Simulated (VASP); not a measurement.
Consider the following.

```yaml
crystal:
  lattice:
    - [2.95315, 0.00000, 0.00000]
    - [0.00000, 2.95315, 0.00000]
    - [0.00000, 0.00000, 2.95315]
  atoms:
    - { symbol: Ti, position: [0.00000, 0.00000, 0.00000] }
    - { symbol: Co, position: [0.50000, 0.50000, 0.50000] }
```

Calculation: r2SCAN meta-GGA, VASP's PBE PAW potentials (set 64) (plane waves; VASP). Run with 520 eV cut-off, 12×12×12 Γ-centred mesh, first-order Methfessel-Paxton smearing of 0.10 eV, potentials Ti_sv Co.

Problem. The job: TiCo (CsCl type), 2 atoms, r2SCAN, static run, 520 eV, 12×12×12 Γ-centred mesh. Roughly how much core time does it take on a busy server core?

Solution. About 50 core-seconds (one run on a shared machine, a rough figure). It had 84 irreducible k-points, 14 bands, up to 739 plane waves and 21 electronic steps.

The compound is TiCo in the CsCl type structure. It was relaxed first. The run is not spin-polarised, so no magnetic state was tried. The electron count is odd and the run is not spin-polarised, which forces a metal.
